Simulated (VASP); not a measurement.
# Te2AsP with PBEsol: from relaxation to properties, part 3 of 4

Aim: relax Te2AsP, then compute properties on the relaxed cell. The cell is invented: it takes the structure of a Materials Project entry for TeAs (space group 225 there), with some of its atoms replaced by other elements, volume scaled by an estimate. It may not be a known or stable phase.

VASP 6.6.1, plane waves and PAW; the level of theory is named at each step.

Still holding for the runs below: The k-mesh is coarse for a metal.

So far. Step 2 (Rough relaxation of the start cell): It ends with a largest force of 0.019 eV/Å and a pressure of -0.03 GPa. Step 3 (Full relaxation (PBEsol)): It ends with a largest force of 0.003 eV/Å and a pressure of -0.01 GPa. The relaxed cell has a = 4.076, c = 19.695 Å (conventional setting).

### 4. Density, ELF and potential (PBEsol)

Level of this step: PBEsol; plane waves and PAW (Te, As, P); invented cell (VASP).

A single point on the relaxed cell gives a clean self-consistent state, with density, ELF and potential written out.

File INCAR:

```
SYSTEM = Te2AsP
PREC = Accurate
ENCUT = 400
EDIFF = 1E-06
NELM = 100
ISMEAR = 0
SIGMA = 0.05
LREAL = .FALSE.
ALGO = Normal
GGA = PS
NBANDS = 17
LORBIT = 11
LWAVE = .FALSE.
LCHARG = .TRUE.
ISIF = 2
LELF = .TRUE.
LVHAR = .TRUE.
```

File POSCAR:

```
Te2AsP
1.0
    2.0379376299      1.1766042046      6.5650566586
   -2.0379376299      1.1766042046      6.5650566586
    0.0000000000     -2.3532074751      6.5650566656
Te As P
2 1 1
Direct
    0.7533256786      0.7533256786      0.7533256786
    0.2466743214      0.2466743214      0.2466743214
    0.0000000000      0.0000000000      0.0000000000
    0.5000000000      0.5000000000      0.5000000000
```

File KPOINTS:

```
Automatic mesh
0
Gamma
7 7 7
0 0 0
```

PAW data sets: Te, As and P (PBE family, release 64).

Run with:

```console
$ mpirun -np 2 vasp_std
```

Log:

```text
[banner, memory and clock lines left out]
running    2 mpi-ranks, on    1 nodes
 distrk:  each k-point on    2 cores,    1 groups
 distr:  one band on    1 cores,    2 groups

 POSCAR found type information on POSCAR TeAsP
 POSCAR found :  3 types and       4 ions
 [... a notice as in an earlier step ...]

 LDA part: xc-table for (Slater+PW92), standard interpolation
|                                                                             |
|           W    W    AA    RRRRR   N    N  II  N    N   GGGG   !!!           |
|           W    W   A  A   R    R  NN   N  II  NN   N  G    G  !!!           |
|           W    W  A    A  R    R  N N  N  II  N N  N  G       !!!           |
|           W WW W  AAAAAA  RRRRR   N  N N  II  N  N N  G  GGG   !            |
|           WW  WW  A    A  R   R   N   NN  II  N   NN  G    G                |
|           W    W  A    A  R    R  N    N  II  N    N   GGGG   !!!           |
|                                                                             |
|     The number of bands has been changed from the values supplied in        |
|     The orbitals not found in the WAVECAR file will be initialized with     |
|     random numbers, which is usually adequate. For correlated               |
|     calculations, however, you should redo the groundstate calculation.     |
|     I found NBANDS = 17. Now, NBANDS = 18.                                  |
|                                                                             |

 POSCAR, INCAR and KPOINTS ok, starting setup
 FFT: planning ... GRIDC
 FFT: planning ... GRID_SOFT
 FFT: planning ... GRID
 WAVECAR not read
 entering main loop
       N       E                     dE             d eps       ncg     rms          rms(c)
DAV:   1     0.672272100766E+02    0.67227E+02   -0.75677E+03  1584   0.830E+02
DAV:   2    -0.132669920063E+02   -0.80494E+02   -0.78612E+02  2148   0.141E+02
DAV:   3    -0.173972024757E+02   -0.41302E+01   -0.40991E+01  1930   0.337E+01
DAV:   4    -0.174494290360E+02   -0.52227E-01   -0.52192E-01  1970   0.445E+00
DAV:   5    -0.174504915739E+02   -0.10625E-02   -0.10625E-02  1896   0.630E-01    0.135E+01
DAV:   6    -0.173560254084E+02    0.94466E-01   -0.18080E-01  1762   0.219E+00    0.785E+00
DAV:   7    -0.173558459312E+02    0.17948E-03   -0.80147E-02  1838   0.133E+00    0.185E+00
DAV:   8    -0.173532156889E+02    0.26302E-02   -0.11538E-02  1732   0.605E-01    0.583E-01
DAV:   9    -0.173531039242E+02    0.11176E-03   -0.22310E-03  1810   0.227E-01    0.215E-01
DAV:  10    -0.173530965570E+02    0.73672E-05   -0.16699E-04  1718   0.781E-02    0.502E-02
DAV:  11    -0.173530931768E+02    0.33802E-05   -0.10623E-05  1974   0.207E-02    0.196E-02
DAV:  12    -0.173530937429E+02   -0.56610E-06   -0.49515E-06  1658   0.114E-02
   1 F= -.17353094E+02 E0= -.17352139E+02  d E =-.190921E-02
```

Elapsed: 61 s, on 2 MPI ranks of AMD EPYC 7R43, shared host; peak memory 0.43 GiB; 2 min of CPU time.

Parts of OUTCAR (step 4):

```text
  LATTYP: Found a trigonal (rhomboedric) cell.
 ALAT       =     6.9740631033
 COS(alpha) =     0.8292187984

The static configuration has the point symmetry D_3d.

 Found     44 irreducible k-points:

   k-points           NKPTS =     44   k-points in BZ     NKDIM =     44   number of bands    NBANDS=     18

   ENCUT  =  400.0 eV  29.40 Ry    5.42 a.u.  11.37 11.37 11.37*2*pi/ulx,y,z

   NELECT =      22.0000    total number of electrons

 E-fermi :   7.5260

 k-point     1 :       0.0000    0.0000    0.0000
  band No.  band energies     occupation
    ...
      9       5.6112      2.00000
     10       6.0152      2.00000
     11       6.0152      2.00000
     12       6.2645      2.00000
     13       6.9263      2.00000
     14       9.9839      0.00000
     15      10.0456      0.00000
     16      10.0456      0.00000
     17      12.0838      0.00000
     18      12.0838      0.00000

 k-point     2 :       0.1429   -0.0000    0.0000
  band No.  band energies     occupation
    ...
      7       4.6238      2.00000
      8       4.7416      2.00000
      9       5.0531      2.00000
     10       5.7632      2.00000
     11       7.1807      2.00000
     12       7.8332      0.00000
     13       8.1659      0.00000
     14       9.3339      0.00000
     15       9.8995      0.00000
     16       9.9354      0.00000
    ...

  Total       -0.2383057     -0.2383057      0.5803344     -0.0000000      0.0000000      0.0000000
  in kB       -4.0423512     -4.0423516      9.8441450     -0.0000000      0.0000005      0.0000000
  external PRESSURE =       0.5864807 kB  Pullay stress =       0.0000000 kB

 POSITION                                       TOTAL-FORCE (eV/Angst)
 -----------------------------------------------------------------------------------
      0.00000      0.00000     14.83688         0.000000     -0.000000     -0.012287
      0.00000      0.00000      4.85829         0.000000      0.000000      0.012287
      0.00000      0.00000      0.00000         0.000000     -0.000000      0.000000
      0.00000      0.00000      9.84758         0.000000     -0.000000      0.000000
 -----------------------------------------------------------------------------------
    total drift:                                0.000000     -0.000000     -0.000000

  FREE ENERGIE OF THE ION-ELECTRON SYSTEM (eV)
  ---------------------------------------------------
  free  energy   TOTEN  =       -17.3530937429 eV

  energy  without entropy=      -17.3511845342  energy(sigma->0) =      -17.35213914

 total charge
# of ion       s       p       d       tot
------------------------------------------
    1        1.428   1.786   0.074   3.288
    2        1.428   1.786   0.074   3.288
    3        1.329   1.293   0.044   2.666
    4        1.144   1.217   0.000   2.360
--------------------------------------------------
tot          5.329   6.081   0.192  11.602

[... 3 parts as in an earlier step ...]

[... 7 further parts left out ...]
```

This step gave:

| Item | Value |
| --- | --- |
| SCF cycles | 12 |
| bands | 18 |
| irreducible k-points | 44 |
| free energy (TOTEN) | -17.35 eV |
| energy at zero smearing | -17.35 eV |
| Fermi energy | 7.526 eV |
| pressure | 0.05865 GPa |

Valence electrons inside each PAW sphere by angular momentum. Sphere charges, by row:

```tsv
atom	s (e)	p (e)	d (e)	tot (e)
Te1	1.428	1.786	0.074	3.288
Te2	1.428	1.786	0.074	3.288
As3	1.329	1.293	0.044	2.666
P4	1.144	1.217	0	2.36
```

ELF in the ac plane of the conventional cell at fractional y = 0.000, with atoms of Te and As and P within 0.2 Å of it. It is the smooth field of the valence electrons, not physical close to the nuclei.

Ten even steps from '0' (0.04) to '9' (0.82), each cell a mean:
```
99985322246999
54444677754445
00024677753100
11013567642101
88754445444678
89997311258998
99986321247999
55434566543455
00013567642100
00024678753100
66544677654456
68985321237997
78985332346898
54434678754344
00014677753100
00013567642100
77644455544567
89997311258999
89996321248999
76543455543466
00013567642000
00124678753100
66544566654566
89985311247999
```
Columns run along a (4.1 Å), rows up along c (19.7 Å), edges of the conventional cell, whose origin can differ from the input's. Atoms in or near the plane, at fractional coordinates: Te at (0.00, 0.75), Te at (0.00, 0.25), As at (0.00, 0.00), P at (0.00, 0.50).

Electrostatic potential energy in the ac plane of the conventional cell at fractional y = 0.000, with atoms of Te and As and P within 0.2 Å of it. With pseudopotentials it is smooth inside the atoms' cores, unlike the true potential.

Values in eV, 24 rows by 14 columns, each cell a mean:
```
-33 -35 -25  -7  -1   1   2   2   2   1  -2 -14 -31 -35
 -2  -1   0   1   0  -2  -3  -4  -3  -1   0   1   0  -1
  3   3   3   2   0  -2  -3  -4  -3  -1   1   2   3   3
  3   3   3   2   1   0  -1  -2  -1   1   2   2   3   3
-20 -14  -7  -1   0   1   0   0   0   1   0  -3 -10 -17
-81 -77 -58 -21  -4   1   2   2   2  -1  -8 -36 -69 -80
-67 -59 -38 -12  -2   1   2   2   2   0  -4 -22 -48 -64
 -3  -2   0   1   1   0  -1  -1  -1   0   1   0  -1  -3
  3   3   3   2   1   0  -1  -2  -1   0   2   3   3   3
  3   3   3   2   0  -2  -3  -4  -3  -1   1   2   3   3
 -5  -3  -1   0   0  -2  -3  -3  -2  -1   0   0  -2  -4
-71 -61 -31  -7   0   1   2   2   2   1  -2 -14 -44 -68
-58 -47 -23  -5   0   1   1   1   1   1  -2 -10 -33 -54
 -1   0   1   1   0  -2  -4  -4  -3  -1   0   1   1   0
  3   3   3   2   1  -1  -3  -3  -2  -1   1   2   3   3
  3   3   3   2   1   0  -2  -2  -1   0   2   3   3   3
-11  -7  -3   0   1   0   0  -1   0   1   0  -1  -5  -9
-77 -71 -51 -17  -3   1   2   2   2   0  -6 -31 -61 -75
-75 -69 -48 -16  -3   1   2   2   2   0  -6 -29 -59 -73
 -8  -6  -2   0   1   0   0  -1   0   1   1  -1  -3  -7
  3   3   3   2   1   0  -1  -2  -1   1   2   3   3   3
  3   3   3   2   0  -2  -4  -4  -3  -1   1   2   3   3
 -7  -5  -2   0   0  -1  -2  -2  -2   0   0   0  -3  -6
-29 -39 -32  -9  -1   1   2   2   2   1  -3 -19 -38 -35
```
Columns run along a (4.1 Å; values clipped at the 3rd and 97th percentile), rows up along c (19.7 Å), edges of the conventional cell, whose origin can differ from the input's. Atoms in or near the plane, at fractional coordinates: Te at (0.00, 0.75), Te at (0.00, 0.25), As at (0.00, 0.00), P at (0.00, 0.50).

Valence density in the ac plane of the conventional cell at fractional y = 0.000, with atoms of Te and As and P within 0.2 Å of it. It is the smooth field of the valence electrons, not physical close to the nuclei.

Values in e/Å³, 24 rows by 14 columns, each cell a mean:
```
 0.32  0.45  0.50  0.36  0.22  0.15  0.12  0.11  0.13  0.17  0.27  0.44  0.50  0.39
 0.21  0.20  0.18  0.17  0.19  0.22  0.25  0.26  0.24  0.20  0.17  0.17  0.18  0.20
 0.04  0.05  0.07  0.10  0.17  0.25  0.31  0.33  0.29  0.21  0.14  0.09  0.06  0.05
 0.06  0.07  0.08  0.10  0.15  0.22  0.28  0.30  0.26  0.19  0.13  0.09  0.07  0.06
 0.35  0.34  0.29  0.23  0.19  0.18  0.19  0.19  0.19  0.18  0.20  0.26  0.31  0.34
-0.06  0.20  0.45  0.44  0.27  0.16  0.11  0.09  0.12  0.19  0.35  0.48  0.38  0.07
 0.25  0.37  0.46  0.39  0.24  0.15  0.11  0.11  0.13  0.18  0.30  0.44  0.44  0.31
 0.21  0.20  0.18  0.16  0.17  0.19  0.21  0.22  0.20  0.18  0.16  0.17  0.19  0.21
 0.04  0.05  0.06  0.09  0.14  0.21  0.27  0.29  0.25  0.18  0.12  0.08  0.05  0.04
 0.05  0.06  0.07  0.11  0.17  0.24  0.30  0.32  0.28  0.21  0.14  0.09  0.06  0.05
 0.31  0.28  0.24  0.20  0.20  0.22  0.24  0.25  0.23  0.21  0.19  0.21  0.26  0.30
 0.24  0.50  0.61  0.42  0.23  0.15  0.12  0.11  0.13  0.17  0.30  0.52  0.61  0.39
 0.41  0.55  0.56  0.38  0.22  0.16  0.13  0.13  0.14  0.18  0.28  0.46  0.59  0.49
 0.21  0.19  0.17  0.17  0.19  0.23  0.27  0.28  0.25  0.21  0.18  0.17  0.18  0.20
 0.04  0.05  0.06  0.10  0.16  0.23  0.29  0.31  0.27  0.20  0.13  0.08  0.05  0.04
 0.05  0.06  0.07  0.10  0.15  0.21  0.26  0.28  0.24  0.18  0.12  0.08  0.06  0.05
 0.30  0.28  0.24  0.20  0.18  0.18  0.19  0.19  0.18  0.17  0.18  0.22  0.26  0.29
 0.07  0.28  0.46  0.42  0.26  0.15  0.10  0.10  0.12  0.19  0.33  0.47  0.41  0.18
 0.12  0.30  0.46  0.42  0.26  0.16  0.12  0.11  0.13  0.19  0.32  0.46  0.42  0.21
 0.27  0.25  0.22  0.19  0.18  0.19  0.21  0.22  0.21  0.18  0.18  0.20  0.24  0.26
 0.05  0.05  0.07  0.10  0.15  0.22  0.29  0.31  0.27  0.19  0.13  0.08  0.06  0.05
 0.05  0.06  0.08  0.11  0.17  0.25  0.31  0.33  0.29  0.22  0.14  0.09  0.07  0.06
 0.30  0.28  0.24  0.20  0.19  0.20  0.22  0.22  0.21  0.19  0.19  0.21  0.25  0.29
 0.17  0.39  0.53  0.40  0.23  0.14  0.10  0.10  0.11  0.16  0.29  0.48  0.50  0.29
```
Columns run along a (4.1 Å), rows up along c (19.7 Å), edges of the conventional cell, whose origin can differ from the input's. Atoms in or near the plane, at fractional coordinates: Te at (0.00, 0.75), Te at (0.00, 0.25), As at (0.00, 0.00), P at (0.00, 0.50).

In this run the pressure is 0.06 GPa, with stress components up to 0.98 GPa and forces up to 0.012 eV/Å, which can come from another mesh, basis or smearing than the relaxation's or from a relaxation that stopped early.

### 5. Band structure (PBEsol)

The mesh alone shows little of the dispersion and can miss band extrema, so KPOINTS_OPT adds a path through the symmetry points after the self-consistent cycle.

File INCAR:

```
SYSTEM = Te2AsP
PREC = Accurate
ENCUT = 400
EDIFF = 1E-06
NELM = 100
ISMEAR = 0
SIGMA = 0.05
LREAL = .FALSE.
ALGO = Normal
GGA = PS
NBANDS = 25
LORBIT = 11
LWAVE = .FALSE.
LCHARG = .FALSE.
KPAR = 2
```

POSCAR is that of step 4.

KPOINTS is that of step 4.

File KPOINTS_OPT:

```
Line mode
16
Line-mode
Reciprocal
  0.00000000   0.00000000   0.00000000 GAMMA
  0.50000000   0.00000000   0.00000000 L

  0.50000000   0.00000000   0.00000000 L
  0.50000000   0.18808040  -0.18808040 B1

  0.81191960   0.50000000   0.18808040 B
  0.50000000   0.50000000   0.50000000 Z

  0.50000000   0.50000000   0.50000000 Z
  0.00000000   0.00000000   0.00000000 GAMMA

  0.00000000   0.00000000   0.00000000 GAMMA
  0.34404020   0.00000000  -0.34404020 X

  0.65595980   0.34404020   0.00000000 Q
  0.50000000   0.50000000   0.00000000 F

  0.50000000   0.50000000   0.00000000 F
  0.65595980   0.65595980   0.18808040 P1

  0.65595980   0.65595980   0.18808040 P1
  0.50000000   0.50000000   0.50000000 Z

  0.50000000   0.00000000   0.00000000 L
  0.81191960   0.34404020   0.34404020 P
```

Run with:

```console
$ mpirun -np 2 vasp_std
```

Log:

```text
[... set-up lines as in an earlier step ...]
 entering main loop
       N       E                     dE             d eps       ncg     rms          rms(c)
DAV:   1     0.594348111390E+02    0.59435E+02   -0.72352E+03  2200   0.599E+02
DAV:   2    -0.134436055454E+02   -0.72878E+02   -0.69637E+02  2811   0.114E+02
DAV:   3    -0.174030875265E+02   -0.39595E+01   -0.38980E+01  2795   0.253E+01
DAV:   4    -0.174495658862E+02   -0.46478E-01   -0.46462E-01  2638   0.331E+00
DAV:   5    -0.174505010040E+02   -0.93512E-03   -0.93510E-03  2806   0.483E-01    0.135E+01
DAV:   6    -0.173564272704E+02    0.94074E-01   -0.15169E-01  2577   0.158E+00    0.793E+00
DAV:   7    -0.173557501939E+02    0.67708E-03   -0.68706E-02  2666   0.948E-01    0.165E+00
DAV:   8    -0.173531417562E+02    0.26084E-02   -0.10759E-02  2464   0.449E-01    0.508E-01
DAV:   9    -0.173531097436E+02    0.32013E-04   -0.17383E-03  2758   0.159E-01    0.217E-01
DAV:  10    -0.173530966128E+02    0.13131E-04   -0.12821E-04  2634   0.525E-02    0.477E-02
DAV:  11    -0.173530931932E+02    0.34196E-05   -0.90973E-06  2751   0.147E-02    0.166E-02
DAV:  12    -0.173530937483E+02   -0.55505E-06   -0.36312E-06  2542   0.729E-03
   1 F= -.17353094E+02 E0= -.17352139E+02  d E =-.190925E-02
 Start KPOINTS_OPT (optional k-point list driver)
k-point batch [1-44\144]
       N       E                     dE             ncg
DAV:   1     0.470441166153E+04   -0.15578E+05     2200
DAV:   2     0.147693672113E+04   -0.32275E+04     2931
DAV:   3     0.130487227896E+04   -0.17206E+03     2763
DAV:   4     0.130277268158E+04   -0.20996E+01     2672
DAV:   5     0.130272864366E+04   -0.44038E-01     2764
DAV:   6     0.130272723054E+04   -0.14131E-02     2652
DAV:   7     0.130272717802E+04   -0.52514E-04     2783
DAV:   8     0.130272717630E+04   -0.17264E-05     2056
DAV:   9     0.130272717607E+04   -0.22696E-06     1761
[...]
k-point batch [133-144\144]
       N       E                     dE             ncg
DAV:   1     0.166948563082E+05   -0.58000E+04      600
DAV:   2     0.158605673098E+05   -0.83429E+03      798
DAV:   3     0.158194448525E+05   -0.41122E+02      788
DAV:   4     0.158189459126E+05   -0.49894E+00      744
DAV:   5     0.158189347355E+05   -0.11177E-01      800
DAV:   6     0.158189343624E+05   -0.37307E-03      712
DAV:   7     0.158189343483E+05   -0.14120E-04      784
DAV:   8     0.158189343479E+05   -0.45628E-06      584
```

Elapsed: 4.1 min, on 2 MPI ranks; peak memory 0.67 GiB; 8.2 min of CPU time.

From OUTCAR (step 5):

```text
   k-points           NKPTS =     44   k-points in BZ     NKDIM =     44   number of bands    NBANDS=     25

   NELECT =      22.0000    total number of electrons

 E-fermi :   7.5260

 k-point     1 :       0.0000    0.0000    0.0000
  band No.  band energies     occupation
    ...
      9       5.6111      2.00000
     10       6.0153      2.00000
     11       6.0153      2.00000
     12       6.2644      2.00000
     13       6.9263      2.00000
     14       9.9839      0.00000
     15      10.0456      0.00000
     16      10.0456      0.00000
     17      12.0838      0.00000
     18      12.0838      0.00000
    ...

  Total       -0.2372900     -0.2372900      0.5814298      0.0000000      0.0000000      0.0000000
  in kB       -4.0251221     -4.0251224      9.8627267      0.0000000      0.0000005      0.0000000
  external PRESSURE =       0.6041607 kB  Pullay stress =       0.0000000 kB

 POSITION                                       TOTAL-FORCE (eV/Angst)
 -----------------------------------------------------------------------------------
      0.00000      0.00000     14.83688        -0.000000     -0.000000     -0.012120
      0.00000      0.00000      4.85829        -0.000000      0.000000      0.012120
      0.00000      0.00000      0.00000        -0.000000      0.000000     -0.000000
      0.00000      0.00000      9.84758         0.000000      0.000000      0.000000
 -----------------------------------------------------------------------------------
    total drift:                                0.000000     -0.000000     -0.000000

  FREE ENERGIE OF THE ION-ELECTRON SYSTEM (eV)
  ---------------------------------------------------
  free  energy   TOTEN  =       -17.3530937483 eV

  energy  without entropy=      -17.3511844975  energy(sigma->0) =      -17.35213912

[... 9 parts as in an earlier step ...]

[... 7 further parts left out ...]
```

Spin-orbit coupling is off here; it can split and shift levels that hold much weight on Te by tenths of an eV or more.

Numbers from this step:

| Property | Result |
| --- | --- |
| bands | 25 |
| pressure | 0.06042 GPa |

The electronic bands at the labelled points (eV, zero at the Fermi level; # counts the bands kept in this run, so #1 is VASP's band 3):

```tsv
point	#6	#7	#8	#9	#10	#11	#12	#13
Γ	-1.92	-1.92	-1.51	-1.51	-1.26	-0.60	2.46	2.52
0.47 of the way	-3.18	-3.01	-1.15	-0.53	0.49	1.21	2.21	2.34
L	-3.87	-3.72	-3.66	1.80	1.88	2.24	2.35	3.58
0.47 of the way	-5.03	-1.69	-1.58	-0.43	-0.32	3.34	3.48	4.06
B1	-4.34	-2.80	-2.66	0.80	0.80	2.58	2.80	4.26
jump to B	-4.34	-2.80	-2.66	0.80	0.80	2.58	2.80	4.26
0.47 of the way	-3.86	-3.17	-2.93	1.15	1.25	1.78	1.83	3.34
Z	-2.56	-1.96	-1.72	0.37	0.37	0.43	0.43	0.70
0.47 of the way	-2.35	-2.29	-1.51	-0.71	-0.71	-0.07	1.65	1.65
Γ	-1.92	-1.92	-1.51	-1.51	-1.26	-0.60	2.46	2.52
0.47 of the way	-1.78	-1.30	-1.03	-0.91	-0.61	-0.19	3.15	3.51
X	-3.86	-3.50	-1.17	-0.85	1.51	2.26	3.39	3.76
jump to Q	-3.86	-3.50	-1.17	-0.85	1.51	2.26	3.39	3.76
0.47 of the way	-3.79	-3.73	-1.38	-1.04	1.15	1.53	2.64	3.18
F	-1.83	-1.79	-1.50	-1.44	-1.12	-0.47	1.71	4.36
0.53 of the way	-2.41	-2.18	-1.80	-1.11	-0.54	0.00	1.77	4.30
P1	-3.21	-2.57	-2.16	-0.65	-0.04	0.85	1.91	4.11
0.47 of the way	-4.02	-1.72	-1.36	-1.18	-0.31	2.14	2.62	3.11
Z	-2.56	-1.96	-1.72	0.37	0.37	0.43	0.43	0.70
jump to L	-3.87	-3.72	-3.66	1.80	1.88	2.24	2.35	3.58
0.47 of the way	-4.23	-3.43	-3.03	0.64	1.19	2.36	2.75	3.03
P	-3.21	-2.57	-2.16	-0.65	-0.04	0.85	1.91	4.11
```

Of the projections kept (Te, As, P), the largest for each band there, as a share of the weight inside these atoms' spheres; weight between the spheres isn't counted:

```tsv
point	#6	#7	#8	#9	#10	#11	#12	#13
Γ	Te 0.98	Te 0.98	As 0.57	As 0.57	Te 0.60	Te 0.42	Te 0.54	Te 0.54
L	Te 0.60	Te 0.55	Te 0.57	Te 0.51	Te 0.54	Te 0.48	As 0.50	Te 0.48
B1	Te 0.58	Te 0.59	Te 0.56	Te 0.50	Te 0.51	P 0.50	Te 0.50	Te 0.56
B	Te 0.58	Te 0.59	Te 0.56	Te 0.50	Te 0.51	P 0.50	Te 0.50	Te 0.56
Z	Te 0.65	Te 0.55	Te 0.53	As 0.55	As 0.55	Te 0.60	Te 0.60	Te 0.53
Γ	Te 0.98	Te 0.98	As 0.57	As 0.57	Te 0.60	Te 0.42	Te 0.54	Te 0.54
```

There is no gap at this level.

[end of part 3 of 4]

[Lines on the potential files, build, host, timing and source positions are cut from VASP's logs without a mark.]

[Logs are printed without paths, hosts, clocks, repeated set-up lines and the standing remarks that a program may print on its own settings, such as how far it seeks lower states.]

[Hosts, paths, dates, database ids (printed as entryN), source tags and the programs' standing remarks are cut or masked in the printed files.]

[A measured line is paired with the nearest computed mode of its activity, which favours agreement.]

[In band tables of VASP the shares of atoms and orbitals are scaled to a sum of 1 inside the atoms' spheres.]
